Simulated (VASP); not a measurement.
Computed with RPBE GGA, VASP's PBE PAW potentials (set 64) (plane waves; VASP).

Input for VASP

File KPOINTS:
```
Automatic
0
G
 13 13 13
0 0 0
```

**POSCAR**
```
Au
1
    0.0000000000     2.0983195538     2.0983195538
    2.0983195538     0.0000000000     2.0983195538
    2.0983195538     2.0983195538     0.0000000000
Au
1
Direct
  0.0000000000   0.0000000000   0.0000000000
```

INCAR:
```
SYSTEM=Au
PREC=Accurate; ENCUT=520; LREAL=.FALSE.
LASPH=.TRUE.
EDIFF=1E-6; NELM=100; ALGO=Normal
LMAXMIX=6
ISMEAR=1; SIGMA=0.1
GGA=RP
IBRION=2; NSW=60; ISIF=3
EDIFFG=-0.01
LWAVE=.FALSE.; LCHARG=.FALSE.
```

POTCAR, in this order: Au (PBE.64 set). Program: vasp_std.

Output of the run:

File OSZICAR:
```
       N       E                     dE             d eps       ncg     rms          rms(c)
DAV:   1     0.438663023958E+02    0.43866E+02   -0.57923E+03  1624   0.107E+03
DAV:   2    -0.248557525511E+01   -0.46352E+02   -0.43749E+02  1576   0.199E+02
DAV:   3    -0.284851843805E+01   -0.36294E+00   -0.36261E+00  1786   0.192E+01
DAV:   4    -0.284942053042E+01   -0.90209E-03   -0.90208E-03  1703   0.103E+00
DAV:   5    -0.284942731476E+01   -0.67843E-05   -0.67841E-05  1777   0.861E-02    0.721E+00
DAV:   6    -0.264881827988E+01    0.20061E+00   -0.69283E-01  1551   0.813E+00    0.487E+00
DAV:   7    -0.263706263036E+01    0.11756E-01   -0.55352E-02  1597   0.231E+00    0.250E+00
DAV:   8    -0.263601216954E+01    0.10505E-02   -0.15263E-03  1572   0.386E-01    0.203E-01
DAV:   9    -0.263600035200E+01    0.11818E-04   -0.11777E-05  1725   0.359E-02    0.408E-02
DAV:  10    -0.263601084059E+01   -0.10489E-04   -0.85495E-06  1647   0.393E-02    0.606E-03
DAV:  11    -0.263601065713E+01    0.18345E-06   -0.83086E-08   804   0.306E-03
   1 F= -.26360107E+01 E0= -.26359707E+01  d E =-.263601E+01
       N       E                     dE             d eps       ncg     rms          rms(c)
DAV:   1    -0.263917887479E+01   -0.31680E-02   -0.63924E-02  1544   0.281E+00    0.345E-01
DAV:   2    -0.263612351627E+01    0.30554E-02   -0.10707E-02  1528   0.990E-01    0.126E-01
DAV:   3    -0.263601374767E+01    0.10977E-03   -0.54428E-04  1563   0.211E-01    0.995E-02
DAV:   4    -0.263601977703E+01   -0.60294E-05   -0.22894E-05  1626   0.443E-02    0.469E-03
DAV:   5    -0.263601968582E+01    0.91214E-07   -0.53570E-07   975   0.736E-03
   2 F= -.26360197E+01 E0= -.26360005E+01  d E =-.902869E-05
       N       E                     dE             d eps       ncg     rms          rms(c)
DAV:   1    -0.263677907945E+01   -0.75930E-03   -0.14540E-02  1543   0.134E+00    0.167E-01
DAV:   2    -0.263608286792E+01    0.69621E-03   -0.24534E-03  1528   0.475E-01    0.629E-02
DAV:   3    -0.263605785264E+01    0.25015E-04   -0.11536E-04  1569   0.972E-02    0.491E-02
DAV:   4    -0.263605604814E+01    0.18045E-05   -0.49278E-06  1627   0.200E-02    0.785E-04
DAV:   5    -0.263605603589E+01    0.12255E-07   -0.87938E-08   761   0.279E-03
   3 F= -.26360560E+01 E0= -.26360273E+01  d E =-.453788E-04
```

### OUTCAR
```
------------------------ aborting loop because EDIFF is reached ----------------------------------------
  FORCE on cell =-STRESS in cart. coord.  units (eV):
  Direction    XX          YY          ZZ          XY          YZ          ZX
  --------------------------------------------------------------------------------------
  Total        0.0006574      0.0006574      0.0006574      0.0000000     -0.0000000      0.0000000
  in kB        0.0571495      0.0571495      0.0571495      0.0000000     -0.0000000      0.0000000
  external PRESSURE =       0.0571495 kB  Pullay stress =       0.0000000 kB
  volume of cell :       18.43
      direct lattice vectors                 reciprocal lattice vectors
     0.000000000  2.096524547  2.096524547    -0.238489934  0.238489934  0.238489934
     2.096524547 -0.000000000  2.096524547     0.238489934 -0.238489934  0.238489934
     2.096524547  2.096524547  0.000000000     0.238489934  0.238489934 -0.238489934
 POSITION                                       TOTAL-FORCE (eV/Angst)
 -----------------------------------------------------------------------------------
      0.00000      0.00000      0.00000        -0.000000     -0.000000     -0.000000
 -----------------------------------------------------------------------------------
    total drift:                                0.000000      0.000000      0.000000
  FREE ENERGIE OF THE ION-ELECTRON SYSTEM (eV)
  ---------------------------------------------------
  free  energy   TOTEN  =        -2.6360560359 eV

  energy  without entropy=       -2.6359697302  energy(sigma->0) =       -2.63602727

 reached required accuracy - stopping structural energy minimisation
```
(Selected blocks of OUTCAR.)

CONTCAR:
```
Au
   1.00000000000000
     0.0000000000000000    2.0965245465834541    2.0965245465834541
     2.0965245465834541   -0.0000000000000000    2.0965245465834541
     2.0965245465834541    2.0965245465834541    0.0000000000000000
  Au
     1
Direct
     0.0000000000000000    0.0000000000000000    0.0000000000000000
```

The compound is Au in the fcc structure. This run relaxes it. Symmetry was kept, so distortions that lower it aren't found. The start is the result of an earlier pass.
